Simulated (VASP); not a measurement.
These are TPSS meta-GGA, VASP's PBE PAW potentials (set 64) (plane waves; VASP) values and carry that method's errors.

Input for VASP

### INCAR
```
! general
SYSTEM  = Ni3Al
PREC    = Accurate
ENCUT   = 520
LREAL   = .False.
LASPH   = .True.

! electronic loop
EDIFF   = 1E-7
NELM    = 100
ALGO    = Normal
LMAXMIX = 4
LMIXTAU = .True.

! smearing
ISMEAR  = 1
SIGMA   = 0.1

! functional
METAGGA = TPSS

! spin
ISPIN   = 2
MAGMOM  = -0.0 3*0.3

! ions
ISIF    = 2

! output
LWAVE   = .False.
LCHARG  = .False.
LORBIT  = 10
```

POSCAR:
```
Ni3Al
1
    3.4594223656     0.0000000000     0.0000000000
    0.0000000000     3.4594223656     0.0000000000
    0.0000000000     0.0000000000     3.4594223656
Al Ni
1 3
Direct
  0.0000000000   0.0000000000   0.0000000000
  0.0000000000   0.5000000000   0.5000000000
  0.5000000000   0.0000000000   0.5000000000
  0.5000000000   0.5000000000   0.0000000000
```

**KPOINTS**
```
Automatic
0
G
 9 9 9
```

POTCAR, in this order: Al Ni (PBE.64 set). Program: vasp_std.

The resulting files:

### OSZICAR
```
       N       E                     dE             d eps       ncg     rms          rms(c)
DAV:   1     0.249749982477E+03    0.24975E+03   -0.18782E+04  2804   0.292E+03
DAV:   2     0.997954350119E+00   -0.24875E+03   -0.24042E+03  2856   0.543E+02
DAV:   3    -0.210222949034E+02   -0.22020E+02   -0.20912E+02  3104   0.207E+02
DAV:   4    -0.217523753187E+02   -0.73008E+00   -0.72513E+00  3644   0.440E+01
DAV:   5    -0.217993625327E+02   -0.46987E-01   -0.46974E-01  4584   0.936E+00    0.136E+01
DAV:   6    -0.509433525690E+02   -0.29144E+02   -0.49063E+01  2800   0.634E+01    0.112E+01
DAV:   7    -0.524813374560E+02   -0.15380E+01   -0.18423E+00  3760   0.189E+01    0.155E+01
DAV:   8    -0.494722016527E+02    0.30091E+01   -0.96974E+00  3296   0.478E+01    0.470E+00
DAV:   9    -0.494722780199E+02   -0.76367E-04   -0.58097E-01  3564   0.935E+00    0.321E+00
DAV:  10    -0.494880043712E+02   -0.15726E-01   -0.38116E-02  3856   0.292E+00    0.209E+00
DAV:  11    -0.494752818951E+02    0.12722E-01   -0.40531E-02  3140   0.268E+00    0.123E+00
DAV:  12    -0.494644823593E+02    0.10800E-01   -0.43840E-02  3288   0.319E+00    0.700E-01
DAV:  13    -0.494667000785E+02   -0.22177E-02   -0.38200E-03  3500   0.901E-01    0.264E-01
DAV:  14    -0.494672926629E+02   -0.59258E-03   -0.10959E-03  3968   0.493E-01    0.103E-01
DAV:  15    -0.494672787439E+02    0.13919E-04   -0.25168E-04  3232   0.239E-01    0.391E-02
DAV:  16    -0.494672656206E+02    0.13123E-04   -0.65976E-05  3516   0.160E-01    0.499E-02
DAV:  17    -0.494672810127E+02   -0.15392E-04   -0.31047E-05  3504   0.107E-01    0.574E-03
DAV:  18    -0.494672810948E+02   -0.82168E-07   -0.30908E-06  3448   0.224E-02    0.973E-03
DAV:  19    -0.494672810427E+02    0.52145E-07   -0.25488E-07  2136   0.882E-03
   1 F= -.49467281E+02 E0= -.49467014E+02  d E =-.802614E-03  mag=     0.7463
```

**OUTCAR**
```
------------------------ aborting loop because EDIFF is reached ----------------------------------------
  FORCE on cell =-STRESS in cart. coord.  units (eV):
  Direction    XX          YY          ZZ          XY          YZ          ZX
  --------------------------------------------------------------------------------------
  Total        3.6392258      3.6392258      3.6392258     -0.0000000      0.0000000     -0.0000000
  in kB      140.8344223    140.8344223    140.8344223     -0.0000000      0.0000000     -0.0000000
  external PRESSURE =     140.8344223 kB  Pullay stress =       0.0000000 kB
  volume of cell :       41.40
      direct lattice vectors                 reciprocal lattice vectors
     3.459422366  0.000000000  0.000000000     0.289065599  0.000000000  0.000000000
     0.000000000  3.459422366  0.000000000     0.000000000  0.289065599  0.000000000
     0.000000000  0.000000000  3.459422366     0.000000000  0.000000000  0.289065599
 POSITION                                       TOTAL-FORCE (eV/Angst)
 -----------------------------------------------------------------------------------
      0.00000      0.00000      0.00000         0.000000      0.000000      0.000000
      0.00000      1.72971      1.72971         0.000000      0.000000      0.000000
      1.72971      0.00000      1.72971         0.000000      0.000000      0.000000
      1.72971      1.72971      0.00000         0.000000      0.000000      0.000000
 -----------------------------------------------------------------------------------
    total drift:                               -0.000000      0.000000      0.000000
  FREE ENERGIE OF THE ION-ELECTRON SYSTEM (eV)
  ---------------------------------------------------
  free  energy   TOTEN  =       -49.4672810427 eV

  energy  without entropy=      -49.4664784290  energy(sigma->0) =      -49.46701350

 total charge

# of ion       s       p       d       tot
------------------------------------------
    1        0.438   0.435   0.000   0.873
    2        0.526   0.602   8.428   9.556
    3        0.526   0.602   8.428   9.556
    4        0.526   0.602   8.428   9.556
--------------------------------------------------
tot          2.015   2.242  25.283  29.541

 magnetization (x)

# of ion       s       p       d       tot
------------------------------------------
    1       -0.001  -0.009   0.000  -0.010
    2       -0.004  -0.012   0.279   0.263
    3       -0.004  -0.012   0.279   0.263
    4       -0.004  -0.012   0.279   0.263
--------------------------------------------------
tot         -0.013  -0.045   0.838   0.780
```
(Selected blocks of OUTCAR.)

The compound is Ni3Al in the L1_2 structure. This cell is one point of a volume scan, at 0.94 of the reference volume.
